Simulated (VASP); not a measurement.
An input for Quantum ESPRESSO's pw.x (written as the equivalent of a VASP run, and not itself run):

```
&CONTROL
  calculation = 'scf'
  pseudo_dir = './pseudo'
  outdir = './out'
  tprnfor = .true.
  tstress = .true.
/
&SYSTEM
  ibrav = 0
  nat = 2
  ntyp = 2
  ecutwfc = 66
  occupations = 'tetrahedra'
  input_dft = 'pw91'
/
&ELECTRONS
  conv_thr = 7.3e-09
  electron_maxstep = 100
/
ATOMIC_SPECIES
  Hg 200.592 Hg.upf
  S 32.060 S.upf
CELL_PARAMETERS angstrom
     0.0000000    3.0021661    3.0021661
     3.0021661    0.0000000    3.0021661
     3.0021661    3.0021661    0.0000000
ATOMIC_POSITIONS crystal
  Hg   0.0000000  0.0000000  0.0000000
  S    0.2500000  0.2500000  0.2500000
K_POINTS automatic
  12 12 12 0 0 0
```

### Question
Write the VASP files for the same calculation (PW91).

### Answer
Several could match; the one computed here: 
INCAR:
```
# general
SYSTEM  = HgS
PREC    = Accurate
ENCUT   = 520
LREAL   = .FALSE.
LASPH   = .TRUE.

# electronic loop
EDIFF   = 1E-7
NELM    = 100
ALGO    = Normal
LMAXMIX = 6

# smearing
ISMEAR  = -5

# functional
GGA     = 91

# ions
ISIF    = 2

# output
LWAVE   = .FALSE.
LCHARG  = .TRUE.
LORBIT  = 11
NEDOS   = 601
```

KPOINTS:
```
K-points
0
gamma
  12 12 12
0 0 0
```

POSCAR:
```
HgS
1
    0.0000000000     3.0021660721     3.0021660721
    3.0021660721     0.0000000000     3.0021660721
    3.0021660721     3.0021660721     0.0000000000
Hg S
1 1
Direct
  0.0000000000   0.0000000000   0.0000000000
  0.2500000000   0.2500000000   0.2500000000
```

POTCAR, in this order: Hg S (PBE.64 set). Program: vasp_std.

What does not carry over: the potentials are each code's own (VASP's PAW set, PseudoDojo norm-conserving files in pw.x), so ENCUT and ecutwfc are chosen apart and not converted; conv_thr bounds pw.x's estimated SCF error, while EDIFF bounds the energy change between steps.

The compound is HgS in the zinc blende structure, metacinnabar; cinnabar is the stable form. It was relaxed first, which changed the volume by +8 %.
